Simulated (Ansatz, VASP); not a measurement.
## Zn (Zinc) in two plane-wave programs

Aim: how closely do two programs agree when they are given the same cell, functional and k mesh? The cell is taken from a series of runs on this material, whose earlier steps may have relaxed, scaled, displaced or heated it; both programs get it as it stands.

Method: plane waves, with VASP 6.6.1 beside it; zone-centre phonons at PBEsol, in Ansatz 0.2.0.

### 1. The starting structure

The structure is hexagonal, space group P6_3/mmc (No. 194). Conventional cell: a = 2.487 Å, b = 2.487 Å, c = 5.106 Å, α = 90.00°, β = 90.00°, γ = 120.00°. Nearest to Zn lie 6 Zn at 2.49 Å.

### 2. VASP: zone-centre phonons, PBEsol, pair 1

Second derivatives magnify differences that forces hide, and they need a tight electronic threshold.

Lines of VASP's logs that name or quote its potential files are left out, and so is its time.

File INCAR:

```
SYSTEM = Zn
PREC = Accurate
ENCUT = 500
EDIFF = 1E-08
NELM = 120
ISMEAR = 1
SIGMA = 0.2
LREAL = .FALSE.
ALGO = Normal
GGA = PS
NBANDS = 18
LORBIT = 11
LWAVE = .FALSE.
LCHARG = .FALSE.
ISIF = 2
IBRION = 8
LASPH = .TRUE.
GGA_COMPAT = .FALSE.
KPAR = 2
```

File POSCAR:

```
Zn
1.0
    2.4870136647      0.0000000000      0.0000000000
   -1.2435068323      2.1538170132      0.0000000000
    0.0000000000      0.0000000000      5.1061234006
Zn
2
Direct
    0.3333333333      0.6666666667      0.2500000000
    0.6666666667      0.3333333333      0.7500000000
```

File KPOINTS:

```
Automatic mesh
0
Gamma
18 18 8
0 0 0
```

PAW data sets: Zn (PBE family, release 64).

Run with:

```console
mpirun -np 2 vasp_std
```

Numbers of over 12 decimals in the logs are rounded to 6 here.

The program printed:

```text
[banner, memory and clock lines left out]
running    2 mpi-ranks, on    1 nodes
 distrk:  each k-point on    1 cores,    2 groups
 distr:  one band on    1 cores,    1 groups

 POSCAR found type information on POSCAR Zn
 POSCAR found :  1 types and       2 ions
|                                                                             |
|               ----> ADVICE to this user running VASP <----                  |
|                                                                             |
|     You enforced a specific xc type in the INCAR file but a different       |
|     [... a line on the potential file left out ...]
|     I HOPE YOU KNOW WHAT YOU ARE DOING!                                     |
|                                                                             |

 LDA part: xc-table for (Slater+PW92), standard interpolation
 POSCAR, INCAR and KPOINTS ok, starting setup
 FFT: planning ... GRIDC
 FFT: planning ... GRID_SOFT
 FFT: planning ... GRID
 WAVECAR not read
 entering main loop
       N       E                     dE             d eps       ncg     rms          rms(c)
DAV:   1     0.104637287491E+03    0.10464E+03   -0.12291E+04  6988   0.212E+03
DAV:   2     0.726332177684E+00   -0.10391E+03   -0.10091E+03  6700   0.295E+02
DAV:   3    -0.343722111687E+01   -0.41636E+01   -0.41500E+01  7434   0.672E+01
DAV:   4    -0.345859891600E+01   -0.21378E-01   -0.21372E-01  7354   0.484E+00
DAV:   5    -0.345862492476E+01   -0.26009E-04   -0.26008E-04  7272   0.152E-01    0.554E+00
DAV:   6    -0.311104513902E+01    0.34758E+00   -0.13997E+00  7206   0.268E+01    0.368E+00
DAV:   7    -0.309074331872E+01    0.20302E-01   -0.53636E-02  8500   0.418E+00    0.188E+00
DAV:   8    -0.308146979195E+01    0.92735E-02   -0.31384E-03  8960   0.861E-01    0.643E-02
DAV:   9    -0.308143314033E+01    0.36652E-04   -0.37580E-04  8528   0.254E-01    0.301E-02
DAV:  10    -0.308143436707E+01   -0.12267E-05   -0.28380E-05  7062   0.511E-02    0.348E-03
DAV:  11    -0.308143425890E+01    0.10816E-06   -0.79936E-07  7288   0.836E-03    0.300E-03
DAV:  12    -0.308143406779E+01    0.19112E-06   -0.21399E-08  6160   0.163E-03    0.971E-04
DAV:  13    -0.308143398347E+01    0.84318E-07   -0.57005E-08  6728   0.515E-03    0.121E-04
DAV:  14    -0.308143397526E+01    0.82096E-08   -0.12332E-09  3756   0.321E-04
   1 F= -.30814340E+01 E0= -.30817351E+01  d E =0.903243E-03
 Linear response reoptimize wavefunctions to high precision
DAV:   1    -0.308143397685E+01   -0.15957E-08   -0.25765E-10  3800   0.233E-04
DAV:   2    -0.308143397686E+01   -0.90949E-11   -0.92489E-12  3552   0.266E-05
 Linear response DOF=           2
 Linear response progress:
  Degree of freedom:   1/  2
       N       E                     dE             d eps       ncg     rms          rms(c)
RMM:   1    -0.198421056271E+00   -0.19842E+00    0.20260E-03 39299   0.183E+00
RMM:   2    -0.198412271737E+00    0.87845E-05   -0.10949E-03 44448   0.305E-01    0.632E-02
RMM:   3    -0.197919968671E+00    0.49230E-03   -0.54846E-05 52187   0.572E-02    0.359E-02
RMM:   4    -0.197435427811E+00    0.48454E-03   -0.59727E-05 50919   0.604E-02    0.291E-03
RMM:   5    -0.197445464344E+00   -0.10037E-04   -0.58078E-07 53696   0.521E-03    0.128E-03
RMM:   6    -0.197441618250E+00    0.38461E-05   -0.48825E-08 53720   0.146E-03    0.172E-04
RMM:   7    -0.197442199519E+00   -0.58127E-06   -0.51214E-09 53778   0.386E-04    0.431E-05
RMM:   8    -0.197441338166E+00    0.86135E-06    0.84720E-10 54570   0.106E-04    0.523E-06
RMM:   9    -0.197441236719E+00    0.10145E-06    0.11597E-09 53665   0.448E-05    0.141E-06
RMM:  10    -0.197441259933E+00   -0.23214E-07    0.12943E-09 44673   0.251E-05    0.262E-07
RMM:  11    -0.197441264801E+00   -0.48686E-08    0.36074E-10 31122   0.198E-05    0.175E-07
 first order change of Fermi-energy  -0.11753E-04
 force on displaced ion       1 direction 1 :  -0.471   0.000   0.000
 Linear response progress:
  Degree of freedom:   2/  2
       N       E                     dE             d eps       ncg     rms          rms(c)
RMM:   1    -0.227916337922E+00   -0.22792E+00   -0.42977E-03 13332   0.208E+00
RMM:   2    -0.225001893521E+00    0.29144E-02   -0.14268E-03 13614   0.486E-01    0.597E-02
RMM:   3    -0.224981188892E+00    0.20705E-04   -0.54118E-05 17097   0.728E-02    0.357E-02
RMM:   4    -0.224962196754E+00    0.18992E-04   -0.75145E-05 17014   0.388E-02    0.353E-03
RMM:   5    -0.224961495626E+00    0.70113E-06   -0.75965E-06 17561   0.490E-03    0.151E-03
RMM:   6    -0.224963454424E+00   -0.19588E-05   -0.26598E-06 17298   0.184E-03    0.319E-04
RMM:   7    -0.224962541075E+00    0.91335E-06   -0.46761E-07 16917   0.545E-04    0.101E-04
RMM:   8    -0.224961405659E+00    0.11354E-05   -0.86814E-08 16405   0.185E-04    0.304E-05
RMM:   9    -0.224960755219E+00    0.65044E-06   -0.18551E-07 17130   0.939E-05    0.448E-06
RMM:  10    -0.224960785939E+00   -0.30720E-07   -0.27078E-08 17602   0.329E-05    0.167E-06
RMM:  11    -0.224960774479E+00    0.11459E-07   -0.14816E-08 13192   0.207E-05    0.447E-07
RMM:  12    -0.224960776663E+00   -0.21840E-08   -0.34605E-09  9804   0.183E-05    0.881E-08
 first order change of Fermi-energy   0.45054E-04
 force on displaced ion       1 direction 3 :   0.000  -0.000  -2.180
 Linear response finished
```

OUTCAR, selected parts (step 2):

```text
ion  position               nearest neighbor table
   1  0.333  0.667  0.250-   2 2.93   2 2.93   2 2.93   2 2.93   2 2.93   2 2.93
   2  0.667  0.333  0.750-   1 2.93   1 2.93   1 2.93   1 2.93   1 2.93   1 2.93

  LATTYP: Found a hexagonal cell.
 ALAT       =     2.4870136647
 C/A-ratio  =     2.0531143327

 Subroutine GETGRP returns: Found 24 space group operations
 (whereof 12 operations were pure point group operations)

The static configuration has the point symmetry D_3d.
 The point group associated with its full space group is D_6h.

 Found    185 irreducible k-points:

   k-points           NKPTS =    185   k-points in BZ     NKDIM =    185   number of bands    NBANDS=     18

   dimension x,y,z NGX =    18 NGY =   18 NGZ =   40
   dimension x,y,z NGXF=    36 NGYF=   36 NGZF=   80

   ENCUT  =  500.0 eV  36.75 Ry    6.06 a.u.   4.53  4.53  9.31*2*pi/ulx,y,z

   NELECT =      24.0000    total number of electrons

 k-points in reciprocal lattice and weights: Automatic mesh
   0.00000000  0.00000000  0.00000000       0.000
   0.05555556  0.00000000  0.00000000       0.002
   0.11111111  0.00000000  0.00000000       0.002
   0.16666667  0.00000000  0.00000000       0.002
   0.22222222  0.00000000  0.00000000       0.002
   0.27777778  0.00000000  0.00000000       0.002
   0.33333333  0.00000000  0.00000000       0.002
   0.38888889  0.00000000  0.00000000       0.002
   0.44444444  0.00000000  0.00000000       0.002
[...]
0.33333333  0.27777778  0.50000000       0.005
   0.33333333  0.33333333  0.50000000       0.001

 average (electrostatic) potential at core
       1 -36.2617       2 -36.2617

  Total        2.2027831      2.2027831      0.0353687      0.0000000      0.0000000      0.0000000
  in kB      129.0339612    129.0339612      2.0718170      0.0000000      0.0000000      0.0000000
  external PRESSURE =      86.7132465 kB  Pullay stress =       0.0000000 kB

  energy-cutoff  :      500.00
  volume of cell :       27.35
      direct lattice vectors                 reciprocal lattice vectors
     2.487013665  0.000000000  0.000000000     0.402088663  0.232145998  0.000000000
    -1.243506832  2.153817013  0.000000000     0.000000000  0.464291996  0.000000000
     0.000000000  0.000000000  5.106123401     0.000000000  0.000000000  0.195843289

 POSITION                                       TOTAL-FORCE (eV/Angst)
 -----------------------------------------------------------------------------------
     -0.00000      1.43588      1.27653         0.000000      0.000000      0.000000
      1.24351      0.71794      3.82959        -0.000000      0.000000      0.000000
 -----------------------------------------------------------------------------------
    total drift:                                0.000000     -0.000000      0.000000

 Eigenvectors and eigenvalues of the dynamical matrix
 ----------------------------------------------------

   1 f  =    4.036961 THz    25.364977 2PiTHz  134.658540 cm-1    16.695524 meV
             X         Y         Z           dx          dy          dz
     -0.000000  1.435878  1.276531     0.000000    0.000000    0.707107
      1.243507  0.717939  3.829593    -0.000000   -0.000000   -0.707107

   2 f  =    1.875515 THz    11.784210 2PiTHz   62.560458 cm-1     7.756505 meV
             X         Y         Z           dx          dy          dz
     -0.000000  1.435878  1.276531    -0.444271   -0.550112   -0.000000
      1.243507  0.717939  3.829593     0.444271    0.550112   -0.000000

   3 f  =    1.875515 THz    11.784210 2PiTHz   62.560458 cm-1     7.756505 meV
             X         Y         Z           dx          dy          dz
     -0.000000  1.435878  1.276531    -0.550112    0.444271    0.000000
      1.243507  0.717939  3.829593     0.550112   -0.444271    0.000000

   4 f/i=    0.000000 THz     0.000000 2PiTHz    0.000000 cm-1     0.000000 meV
             X         Y         Z           dx          dy          dz
     -0.000000  1.435878  1.276531     0.325628   -0.623100    0.075585
      1.243507  0.717939  3.829593     0.325628   -0.623100    0.075585

   5 f/i=    0.000000 THz     0.000000 2PiTHz    0.000001 cm-1     0.000000 meV
             X         Y         Z           dx          dy          dz
     -0.000000  1.435878  1.276531     0.627646    0.322539   -0.045045
      1.243507  0.717939  3.829593     0.627646    0.322539   -0.045045

   6 f/i=    0.000000 THz     0.000000 2PiTHz    0.000002 cm-1     0.000000 meV
             X         Y         Z           dx          dy          dz
     -0.000000  1.435878  1.276531     0.005216    0.087834    0.701611
      1.243507  0.717939  3.829593     0.005216    0.087834    0.701611

 ELASTIC MODULI CONTR FROM IONIC RELAXATION (kBar)
 Direction    XX          YY          ZZ          XY          YZ          ZX
 --------------------------------------------------------------------------------
 XX         -30.7495     30.7495     -0.0000     -0.0000      0.0000      0.0000
 YY          30.7495    -30.7495      0.0000     -0.0000      0.0000     -0.0000
 ZZ          -0.0000      0.0000     -0.0000      0.0000      0.0000     -0.0000
 XY          -0.0000     -0.0000      0.0000    -30.7495      0.0000     -0.0000
 YZ           0.0000      0.0000      0.0000      0.0000      0.0000      0.0000
 ZX           0.0000     -0.0000     -0.0000     -0.0000      0.0000     -0.0000
 --------------------------------------------------------------------------------
```

### 3. Ansatz: zone-centre phonons, PBEsol, pair 1

Ansatz runs on its PAW soft_1 files.

The same cell, functional, mesh and smearing now go to Ansatz, which takes its cutoff from its data sets.

File input.yaml:

```yaml
crystal:
  lattice:
    - [2.4870136647, 0.0, 0.0]
    - [-1.2435068323, 2.1538170132, 0.0]
    - [0.0, 0.0, 5.1061234006]
  atoms:
    - { symbol: Zn, position: [0.3333333333, 0.6666666667, 0.25] }
    - { symbol: Zn, position: [0.6666666667, 0.3333333333, 0.75] }
kpoints:
  mp_grid: { grid: [18, 18, 8] }
hamiltonian:
  xc: pbesol
  pseudopotentials: { kind: paw, azcp: { folder: soft_1 }, xc_functional: pbe }
scf:
  occupations: { method: methfessel_paxton, width: 0.2 }
output:
  eigenvalues: true
phonons:
  method: dfpt
```

Run with:

```console
ansatz run input.yaml --threads 4 --pin off --max-ram 10240MiB --backend cpu --events-out ev --progress --plain --runs-dir out
```

The program printed:

```text
zone centre: on kpoints.mp_grid the ground state, and the responses unless they are solved on pairs of k-points, stand on 455 of the mesh's 2592 k-points, reduced under 4 symmetry operations, with k and −k counted as one. Each operation leaves every solved displacement unchanged or reverses it
Engine: ansatz 0.2.0, aarch64-unknown-linux-gnu
Pseudopotentials: kind: paw
Pseudopotential: Zn, paw, valence charge 12, recommended cutoff 420 eV (normal), soft_1/Zn.paw.azcp
Functional definition: PBEsol
  exchange = pbesol_x
  correlation = pbesol_c
Crystal: 2 atoms, lattice volume = 27.351 Å³
Basis set: ecut = 420 eV, 515 PW (Γ), exchange–correlation on 36×36×72 points (8 copies of the dense FFT grid, shifted against one another)
Bands: 16, of which v1, the nominal top of the filled ones, is band 12 counted from 1 (11 counted from 0)
Symmetry: 24 space group operations
k-points: 455 of 2592 (irreducible under 4 space group operations, time reversal used)
Non-local potential: Zn, projectors of the file, l = 0: 2, l = 1: 2, l = 2: 3, l = 3: 1
PAW form: soft (Blöchl's): semilocal exchange-correlation on the pseudo side does not see the compensation charge
PAW frozen core: Zn, regenerated for the run's functional, and the local potential with it (the file was generated under x = pbe(κ = 0.804, μ = 0.219515), c = pbe(β = 0.066725))
PAW one-centre angular grid: Zn, 590 points (default); XC on 64 Gauss nodes
Initial density: superposition of atomic densities (chi_scale 0.1, normalization cell)
Initial wavefunctions: pseudopotential atomic-orbital guess
Functional: x = pbesol(κ = 0.804, μ = 0.123457), c = pbesol(β = 0.046)
SCF iter   1: F=—  HF=-6562.076420 eV  |F-HF|=—  |Δ(HF+E_count)|=         —  Δρ=7.71e-2  dr2=1.15e0  ethr=3.10e-3  ⟨swp⟩=5.7  Hψ=43709  notcnv=0
preconditioner: auto → none  [metal: Δε(μ)=0.029 eV  Ē_g=13.172 eV  σ=0.200 eV  W_gap=0.12  n_scr=4 (ndim 8)  ℏωp=34.8 eV  f_vac=0.000  D(μ)=0.35/eV (n_scr^D=2)  sad-step TF]
SCF iter   2: F=—  HF=-6561.793390 eV  |F-HF|=—  |Δ(HF+E_count)|=   2.83e-1  S|Δr|=    0.00e0  Δρ=2.60e-2  dr2=8.52e-2  ethr=3.10e-3  ⟨swp⟩=2.0  Hψ=17996  notcnv=0  defer=24
SCF iter   3: F=—  HF=-6561.735577 eV  |F-HF|=—  |Δ(HF+E_count)|=   5.78e-2  S|Δr|=    0.00e0  Δρ=1.17e-2  dr2=2.64e-2  ethr=3.55e-4  ⟨swp⟩=2.0  Hψ=17153  notcnv=0  defer=24
SCF iter   4: F=—  HF=-6561.733141 eV  |F-HF|=—  |Δ(HF+E_count)|=   2.44e-3  S|Δr|=    0.00e0  Δρ=5.33e-3  dr2=2.29e-3  ethr=1.10e-4  ⟨swp⟩=2.1  Hψ=11718  notcnv=0  defer=24
SCF iter   5: F=—  HF=-6561.734311 eV  |F-HF|=—  |Δ(HF+E_count)|=   1.17e-3  S|Δr|=    0.00e0  Δρ=6.57e-4  dr2=3.49e-5  ethr=9.55e-6  ⟨swp⟩=2.0  Hψ=13132  notcnv=0  defer=24
SCF iter   6: F=—  HF=-6561.734327 eV  |F-HF|=—  |Δ(HF+E_count)|=   1.60e-5  S|Δr|=    0.00e0  Δρ=6.56e-5  dr2=3.87e-7  ethr=1.45e-7  ⟨swp⟩=2.0  Hψ=12708  notcnv=0  defer=24
SCF iter   7: F=—  HF=-6561.734327 eV  |F-HF|=—  |Δ(HF+E_count)|=   1.55e-7  S|Δr|=    0.00e0  Δρ=2.87e-6  dr2=1.06e-9  ethr=1.61e-9  ⟨swp⟩=2.0  Hψ=12541  notcnv=0  defer=24
SCF iter   8: F=-6561.734327 eV  HF=-6561.734327 eV  |F-HF|=2.73e-12  |Δ(HF+E_count)|=  1.44e-10  S|Δr|=    0.00e0  Δρ=1.66e-7  dr2=2.59e-12  ethr=1.00e-12  ⟨swp⟩=5.8  Hψ=46079  notcnv=0
SCF 1 converged in 8 iterations: F = -6561.734327 eV  dr2 = 2.59e-12
  greatest PAW one-centre occupation: 0.981 electrons in one spin orbital (limit 2), on the Zn atom at site 1 (counted from 0), in its partial waves of l = 2
DFPT response loops at Γ: preconditioner auto → Kerker (q_TF=auto, 2.670 Å⁻¹) (partly filled bands, converged f_vac=0.000); β = 1.00, the filter's whole step (`scf.mixing.beta` (0.50) is not read by the response loops under this deck's `scf.mixing.preconditioner`; to damp them name `kerker` or `kerker_dos`, under which they read `scf.mixing.beta`, and type it under 1.00, their step now; both keys bind the ground state too); Broyden in place of MSR1
SCF converged after 8 iterations
Stability not checked: this state was not tested for a lower state beside it, because cold or Methfessel-Paxton smearing, or corrected tetrahedra, fill the levels in a way that the test cannot read (fill_not_monotonic; see scf.lower_state_search)
Free energy (F): -6561.734327 eV
Harris-Foulkes:  -6561.734327 eV  (|F-HF|=2.73e-12)
Internal energy: -6561.735276 eV  (E = F + TS)
E sigma→0 (E₀):  -6561.734564 eV
Entropy (-TS):   0.000949 eV (0.475 meV/atom)
Fermi energy:    12.210711 eV
--- Per-component energies (eV) ---
  E_band       = 123.581670
  E_kinetic    = 299.425674
  E_local      = -3412.901837  (includes V_loc(G=0)·N_el)
  E_nonlocal   = 1633.785233
  E_hartree    = 1270.364935
  E_xc         = -158.145990
  E_vxc        = -106.150124  (∫ρ·V_xc dr)
  E_paw        = -3714.961216  (= ΣΔE_a)
  E_vpaw       = -831.306583  (= ΣTr[D̂ρ^β])
  E_aug_tail   = -0.000506  (compensation charges beyond the density's cutoff)
  E_ewald      = -2480.896281
  E_core_change = 1.594712  (= ΣΔE_core)
  E_smearing   = 0.000949  (= −TS)
  E_closure    = 0.000000  (closes the sum)
  Σ components = -6561.734327   (vs F -6561.734327, Δ=0.00e0)
--- Band table (eV; the first three rows and the last of 455) ---
  k-point 0: bands = [... 8 lower, 5.0899, 5.2399, 5.2399, 7.8315, 8.4153, 23.5581, 27.8250, 33.5261]
  k-point 1: bands = [... 8 lower, 5.0966, 5.2351, 5.2351, 6.7324, 9.7251, 22.2508, 29.2592, 33.5639]
  k-point 2: bands = [... 8 lower, 5.1151, 5.2209, 5.2209, 5.6363, 11.4707, 20.0002, 31.8695, 33.6848]
  k-point 454: bands = [... 8 lower, 5.2546, 5.2546, 9.7698, 9.7698, 17.3598, 17.3598, 19.1137, 19.1137]
--- Phonons (Γ-DFPT): 2 representative perturbations + reference, on 455 of 2592 k-points (Σ response iterations 7) ---
  k mesh reduced under 4 symmetry operations, with k and −k counted as one. Each operation leaves every solved displacement unchanged or reverses it
  ASR residual: 4.427e-5 → 0.000e0 eV/Å²; symmetrization residual: 1.370e-10 eV/Å²
  ASR residual per site (eV/Å²): 4.43e-5 4.43e-5
  Γ frequencies (cm⁻¹): 0.00 0.00 0.00 67.96 67.96 136.20
  non-analytic LO–TO correction: not included (Born effective charges unavailable; polar crystals: no LO–TO splitting at Γ)
```

In the SCF lines HF is the Harris–Foulkes energy and dr2 the Hartree energy of the density residual, in eV; the loop may stop once dr2 is under the threshold and the program's other checks hold. Hψ counts applications of the Hamiltonian.

### 4. Comparison

Known differences besides the potentials themselves: the cutoff is 420 eV in Ansatz and 500 eV in VASP; Ansatz makes its cores anew for this functional, VASP keeps those of its PBE data sets. Total energies have different zeros and are not compared.

The two programs side by side:

```
                  quantity  Ansatz   VASP  difference
optical mode 1 to 2 (cm⁻¹)    68.0   62.6     +8.63 %
     optical mode 3 (cm⁻¹)   136.2  134.7     +1.14 %
```

Modes are paired by rising frequency, not by their patterns, so a pair may set unlike modes beside each other; they are those without the splitting of longitudinal modes.

[end of part 1 of 2]

[Lines on the potential files, build, host, timing and source positions are cut from VASP's logs without a mark.]

[Logs are printed without paths, hosts, clocks, repeated set-up lines and the standing remarks that a program may print on its own settings, such as how far it seeks lower states.]

[Hosts, paths, dates, database ids (printed as entryN), source tags and the programs' standing remarks are cut or masked in the printed files.]
